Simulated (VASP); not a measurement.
# PbF2 (Fluorocronite): the relaxed cell at several levels, part 3 of 3

Aim: relax PbF2 (Fluorocronite) at several levels and hold each cell against experiment. LASPH is on for some levels and off for others; the table marks which. The start is a cell from a database of measured crystal structures.

VASP 6.6.1, plane waves and PAW; the level of theory is named at each step.

So far. Step 3 (Relaxation with LDA): It ends at 16.38 Å³/atom, -5.8 % from the start, with 0.02 GPa left. The conventional cell has a = 5.814 Å. Step 4 (Relaxation with r2SCAN): It ends at 17.27 Å³/atom, -0.6 % from the start, with 0.08 GPa left. The conventional cell has a = 5.918 Å.

The database entry behind the starting cell differs from later determinations by our own check (about 0.2 % short, mineral), so it need not match the best structure at ambient conditions.

## (5) Relaxation with PBE + D3(BJ)

This step: PBE with D3(BJ); plane waves and PAW (Pb_d, F) (VASP 6.6.1).

A dispersion term adds the long-range attraction that semilocal functionals lack. D3 with Becke-Johnson damping keeps a finite attraction at short range.

INCAR

```
SYSTEM = PbF2
PREC = Accurate
ENCUT = 560
EDIFF = 1E-06
NELM = 100
ISMEAR = -1
SIGMA = 0.05
LREAL = .FALSE.
ALGO = Normal
GGA = PE
IVDW = 12
NBANDS = 20
LORBIT = 11
LWAVE = .FALSE.
LCHARG = .FALSE.
KPAR = 2
IBRION = 2
NSW = 60
ISIF = 3
EDIFFG = -0.01
```

POSCAR

```
PbF2
1.0
    0.0000000000      2.9653000000      2.9653000000
    2.9653000000      0.0000000000      2.9653000000
    2.9653000000      2.9653000000      0.0000000000
Pb F
1 2
Direct
    0.0000000000      0.0000000000      0.0000000000
    0.2500000000      0.2500000000      0.2500000000
    0.7500000000      0.7500000000      0.7500000000
```

KPOINTS

```
Automatic mesh
0
Gamma
8 8 8
0 0 0
```

Potentials, in the order of the species: Pb_d and F (PBE family, release 64).

On the command line:

```console
mpirun -np 2 vasp_std
```

The program printed:

```text
[... set-up lines as in an earlier step ...]
 entering main loop
       N       E                     dE             d eps       ncg     rms          rms(c)
[... 14 cycles as in an earlier step ...]
   1 F= -.14796183E+02 E0= -.14796183E+02  d E =-.147962E+02
[...]
N       E                     dE             d eps       ncg     rms          rms(c)
DAV:   1    -0.144276791354E+02   -0.91155E-01   -0.20119E+00  1500   0.198E+01    0.206E+00
DAV:   2    -0.143533496336E+02    0.74330E-01   -0.32321E-01  1312   0.562E+00    0.434E-01
DAV:   3    -0.143468043333E+02    0.65453E-02   -0.17771E-02  1484   0.204E+00    0.190E-01
DAV:   4    -0.143457949249E+02    0.10094E-02   -0.51925E-03  1444   0.103E+00    0.618E-02
DAV:   5    -0.143458016445E+02   -0.67196E-05   -0.50841E-04  1256   0.271E-01    0.281E-02
DAV:   6    -0.143457737538E+02    0.27891E-04   -0.11240E-04  1556   0.137E-01    0.592E-03
DAV:   7    -0.143457738157E+02   -0.61939E-07   -0.78218E-06  1352   0.234E-02
   2 F= -.14798396E+02 E0= -.14798396E+02  d E =-.221250E-02
 trial-energy change:   -0.002212  1 .order   -0.002209   -0.005192    0.000774
 step:   0.8702(harm=  0.8702)  dis= 0.00000  next Energy=   -14.798442 (dE=-0.226E-02)
[...]
N       E                     dE             d eps       ncg     rms          rms(c)
DAV:   1    -0.143462950489E+02   -0.52130E-03   -0.33475E-02  1512   0.251E+00    0.268E-01
DAV:   2    -0.143450385789E+02    0.12565E-02   -0.55199E-03  1300   0.728E-01    0.568E-02
DAV:   3    -0.143449265322E+02    0.11205E-03   -0.30768E-04  1492   0.267E-01    0.248E-02
DAV:   4    -0.143449112031E+02    0.15329E-04   -0.87837E-05  1432   0.134E-01    0.822E-03
DAV:   5    -0.143449135945E+02   -0.23914E-05   -0.95678E-06  1280   0.365E-02    0.415E-03
DAV:   6    -0.143449133656E+02    0.22889E-06   -0.18099E-06   608   0.186E-02
   3 F= -.14798439E+02 E0= -.14798439E+02  d E =-.225615E-02
[...]
reached required accuracy - stopping structural energy minimisation
```

Wall time 55 s (2 MPI ranks of AMD EPYC 7R43, shared host); peak memory 0.35 GiB; 1.8 min of CPU time.

OUTCAR, selected parts (step 5):

```text
 Edisp (eV)   -0.45262

 Edisp (eV)   -0.45353

  Total       0.00687     0.00687     0.00687    -0.00000    -0.00000    -0.00000
  in kB       0.20813     0.20813     0.20813    -0.00000    -0.00000    -0.00000
  external pressure =        0.21 kB  Pullay stress =        0.00 kB

 POSITION                                       TOTAL-FORCE (eV/Angst)
 -----------------------------------------------------------------------------------
      0.00000      0.00000      0.00000         0.000000      0.000000      0.000000
      1.48946      1.48946      1.48946         0.000000      0.000000      0.000000
      4.46837      4.46837      4.46837        -0.000000     -0.000000     -0.000000
 -----------------------------------------------------------------------------------
    total drift:                                0.000000     -0.000000      0.000000

  FREE ENERGIE OF THE ION-ELECTRON SYSTEM (eV)
  ---------------------------------------------------
  free  energy   TOTEN  =       -14.7984393741 eV

  energy  without entropy=      -14.7984393740  energy(sigma->0) =      -14.79843937

[... 2 parts as in an earlier step ...]

[... 2 further parts left out ...]
[key lines of the parts left out:]
E-fermi :   2.8781
```

Step by step:

| step | energy less that of the first step (eV) | largest force (eV/Å) | pressure (GPa) | volume (Å³) |
| --- | --- | --- | --- | --- |
| 1 | 0.0000 | 0.0000 | 1.01 | 52.15 |
| 2 | -0.0022 | 0.0000 | -0.15 | 52.98 |
| 3 | -0.0023 | 0.0000 | 0.02 | 52.87 |

| conventional cell, symmetrised | before | after | change |
| --- | --- | --- | --- |
| a (Å) | 5.931 | 5.958 | +0.5 % |
| b (Å) | 5.931 | 5.958 | +0.5 % |
| c (Å) | 5.931 | 5.958 | +0.5 % |
| volume (Å³/atom) | 17.38 | 17.62 | +1.4 % |

The relaxed structure:

```cif
data_structure
_symmetry_space_group_name_H-M 'P 1'
_symmetry_Int_Tables_number 1
_cell_length_a 4.2128
_cell_length_b 4.2128
_cell_length_c 4.2128
_cell_angle_alpha 60.000
_cell_angle_beta 60.000
_cell_angle_gamma 60.000
_cell_volume 52.87
loop_
_atom_site_label
_atom_site_type_symbol
_atom_site_fract_x
_atom_site_fract_y
_atom_site_fract_z
_atom_site_occupancy
Pb1 Pb 0.00000 0.00000 0.00000 1
F2 F 0.25000 0.25000 0.25000 1
F3 F 0.75000 0.75000 0.75000 1
```

It ends at 17.62 Å³/atom, +1.4 % from the start, with 0.02 GPa left. The conventional cell has a = 5.958 Å. Against plain PBE, the dispersion term moves a by -0.6 %.

## (6) The cells as a table

This step: relaxed cells at several levels; plane waves and PAW (VASP 6.6.1).

This step runs nothing: it gathers the runs above.

Lengths are those of the conventional cell; cost is the wall time of each run, as given at its step, times its ranks, without the set-up around it; LASPH differs between rows, which moves results and costs too. Results by level, by row:

| level | volume (Å³/atom) | change from the start (%) | a (Å) | cost (core minutes) | LASPH |
| --- | --- | --- | --- | --- | --- |
| PBE | 17.96 | 3.3 | 5.996 | 1.77 | off |
| LDA | 16.38 | -5.8 | 5.814 | 1.4 | off |
| r2SCAN | 17.27 | -0.6 | 5.918 | 5.53 | on |
| PBE + D3(BJ) | 17.62 | 1.4 | 5.958 | 1.83 | off |

## (7) What came out

```yaml
volume_pbe: 17.96 Å³/atom
volume_lda: 16.38 Å³/atom
volume_r2scan: 17.27 Å³/atom
volume_pbe_d3_bj: 17.62 Å³/atom
```

In words: For PbF2 (Fluorocronite) the levels give volumes between 16.38 Å³/atom (LDA) and 17.96 Å³/atom (PBE), a spread of 9.7 %, while the cost of the finished runs spans a factor of 4.0. Against the volume of the start, a cell from experiment, r2SCAN comes nearest (-0.6 %) and LDA lies farthest (-5.8 %); thermal expansion is in that cell alone. Within 2 % of it: r2SCAN and PBE + D3(BJ). The costs hold the number of ionic steps as well as the price of the functional. Adding D3(BJ) to PBE changes the volume by -1.9 % (a by -0.6 %). Within 0.02 Å all end in space group Fm-3m; the runs can't lower the symmetry of the start. Spin-orbit coupling is left out. LASPH is on for some levels and off for others, so differences between them are not the functional's alone. Each is a single relaxation on the plane waves of the start cell, so larger changes of volume carry a basis-set error that was not tested here. Zero-point and thermal expansion are not included.

[Lines on the potential files, build, host, timing and source positions are cut from VASP's logs without a mark.]

[Logs are printed without paths, hosts, clocks, repeated set-up lines and the standing remarks that a program may print on its own settings, such as how far it seeks lower states.]

[Hosts, paths, dates, database ids (printed as entryN), source tags and the programs' standing remarks are cut or masked in the printed files.]

[A measured line is paired with the nearest computed mode of its activity, which favours agreement.]

[In band tables of VASP the shares of atoms and orbitals are scaled to a sum of 1 inside the atoms' spheres.]
